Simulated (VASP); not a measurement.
A VASP calculation is set up with these files.

**INCAR**
```
ALGO = Normal
EDIFF = 1E-6
ENCUT = 300
GGA = PS
ISIF = 2
ISMEAR = -1
LASPH = T
LCHARG = F
LMAXMIX = 4
LREAL = F
LWAVE = F
NELM = 100
PREC = Accurate
SIGMA = 0.02
SYSTEM = BaAg2GeS4
```

POSCAR:
```
BaAg2GeS4
1
   -3.4311250000     3.4311250000     4.1508850000
    3.4311250000    -3.4311250000     4.1508850000
    3.4311250000     3.4311250000    -4.1508850000
Ba Ag Ge S
1 2 1 4
Direct
  0.0000000000   0.0000000000   0.0000000000
  0.2500000000   0.7500000000   0.5000000000
  0.7500000000   0.2500000000   0.5000000000
  0.5000000000   0.5000000000   0.0000000000
  0.1555300000   0.1555300000   0.6221200000
  0.8444700000   0.4665900000   0.0000000000
  0.5334100000   0.5334100000   0.3778800000
  0.4665900000   0.8444700000   0.0000000000
```

KPOINTS:
```
Automatic mesh
0
Gamma
4 4 4
0 0 0
```

POTCAR, in this order: Ba_sv Ag Ge_d S (PBE.64 set). Program: vasp_std.

**Question.** Translate this PBEsol calculation to Ansatz.

**Answer.** One equivalent input (not run):
Ansatz 0.2 input:
```yaml
crystal:
  lattice:
    - [-3.4311250, 3.4311250, 4.1508850]
    - [3.4311250, -3.4311250, 4.1508850]
    - [3.4311250, 3.4311250, -4.1508850]
  atoms:
    - { symbol: Ba, position: [0.0000000, 0.0000000, 0.0000000] }
    - { symbol: Ag, position: [0.2500000, 0.7500000, 0.5000000] }
    - { symbol: Ag, position: [0.7500000, 0.2500000, 0.5000000] }
    - { symbol: Ge, position: [0.5000000, 0.5000000, 0.0000000] }
    - { symbol: S, position: [0.1555300, 0.1555300, 0.6221200] }
    - { symbol: S, position: [0.8444700, 0.4665900, 0.0000000] }
    - { symbol: S, position: [0.5334100, 0.5334100, 0.3778800] }
    - { symbol: S, position: [0.4665900, 0.8444700, 0.0000000] }
kpoints:
  mp_grid: { grid: [4, 4, 4] }
hamiltonian:
  xc: pbesol
  pseudopotentials: { kind: paw }
scf:
  occupations: { method: fermi_dirac, width: 0.02 }
  max_iter: 100
output: { forces: true, stress: true, eigenvalues: true }
```
The two are equivalent in intent, not identical: each code has its own PAW files, so the cut-off isn't converted (ENCUT is set for VASP's; basis.ecutwfc is left out, and Ansatz then takes the one that its files recommend); Ansatz stops its SCF on the density residual and VASP on the energy change (EDIFF).

The structure comes from a computed database's BaAg2GeS4 entry; how it stands against other phases isn't given here. The cell was not relaxed at this level.
